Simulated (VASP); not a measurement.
Computed with LDA (Ceperley-Alder, Perdew-Zunger), VASP's LDA PAW potentials (set 64) (plane waves; VASP).

The input files of a VASP run:

File POSCAR:
```
CdSe
1
    4.3460900000     0.0000000000     0.0000000000
   -2.1730450000     3.7638240000     0.0000000000
    0.0000000000     0.0000000000     7.0898400000
Cd Se
2 2
Direct
  0.6666670000   0.3333330000   0.4999500000
  0.3333330000   0.6666670000   0.9999500000
  0.6666670000   0.3333330000   0.8759100000
  0.3333330000   0.6666670000   0.3759100000
```

### KPOINTS
```
Automatic mesh
0
Gamma
7 7 4
0 0 0
```

### INCAR
```
ALGO = Normal
EDIFF = 1E-6
ENCUT = 300
ISIF = 2
ISMEAR = 0
LASPH = T
LCHARG = F
LMAXMIX = 4
LREAL = F
LWAVE = F
NELM = 100
PREC = Accurate
SIGMA = 0.01
SYSTEM = CdSe
```

POTCAR, in this order: Cd Se (LDA.64 set). Program: vasp_std.

The resulting files:

File OSZICAR:
```
       N       E                     dE             d eps       ncg     rms          rms(c)
DAV:   1     0.173984477729E+03    0.17398E+03   -0.13001E+04  1080   0.950E+02
DAV:   2    -0.546937406178E+01   -0.17945E+03   -0.17592E+03  1200   0.281E+02
DAV:   3    -0.141348985782E+02   -0.86655E+01   -0.86445E+01  1248   0.625E+01
DAV:   4    -0.142042506024E+02   -0.69352E-01   -0.69330E-01  1176   0.530E+00
DAV:   5    -0.142048741027E+02   -0.62350E-03   -0.62347E-03  1254   0.470E-01    0.885E+00
DAV:   6    -0.135080318515E+02    0.69684E+00   -0.15681E+00  1248   0.121E+01    0.684E+00
DAV:   7    -0.134593724027E+02    0.48659E-01   -0.50119E-01  1188   0.387E+00    0.246E+00
DAV:   8    -0.134502837333E+02    0.90887E-02   -0.66682E-02  1104   0.259E+00    0.321E-01
DAV:   9    -0.134494896571E+02    0.79408E-03   -0.90567E-03  1164   0.115E+00    0.921E-02
DAV:  10    -0.134493716841E+02    0.11797E-03   -0.65166E-04  1254   0.310E-01    0.474E-02
DAV:  11    -0.134493971267E+02   -0.25443E-04   -0.13839E-04  1134   0.888E-02    0.166E-02
DAV:  12    -0.134493854192E+02    0.11708E-04   -0.69591E-05  1238   0.815E-02    0.592E-03
DAV:  13    -0.134493860449E+02   -0.62571E-06   -0.56575E-06  1182   0.171E-02
   1 F= -.13449386E+02 E0= -.13449386E+02  d E =-.286529E-35
```

File OUTCAR:
```
------------------------ aborting loop because EDIFF is reached ----------------------------------------
  FORCE on cell =-STRESS in cart. coord.  units (eV):
  Direction    XX          YY          ZZ          XY          YZ          ZX
  --------------------------------------------------------------------------------------
  Total       -2.1497330     -2.1497326     -2.1433152      0.0000000      0.0000000      0.0000000
  in kB      -29.6982356    -29.6982302    -29.6095752      0.0000000      0.0000000      0.0000000
  external PRESSURE =     -29.6686803 kB  Pullay stress =       0.0000000 kB
  volume of cell :      115.98
      direct lattice vectors                 reciprocal lattice vectors
     4.346090000  0.000000000  0.000000000     0.230091876  0.132843619  0.000000000
    -2.173045000  3.763824000  0.000000000     0.000000000  0.265687237  0.000000000
     0.000000000  0.000000000  7.089840000     0.000000000  0.000000000  0.141046907
  FREE ENERGIE OF THE ION-ELECTRON SYSTEM (eV)
  ---------------------------------------------------
  free  energy   TOTEN  =       -13.4493860449 eV

  energy  without entropy=      -13.4493860449  energy(sigma->0) =      -13.44938604
```
(Selected blocks of OUTCAR.)

At this cut-off the stress carries a Pulay error, which pulls relaxed volumes low.

The structure comes from a computed database's CdSe entry (P6_3mc); how it stands against other phases isn't given here. The cell was not relaxed at this level. The run is one of a series of settings (GGA removed, POTCAR Cd Se (LDA.64 set) against the base run), some of them coarse on purpose.
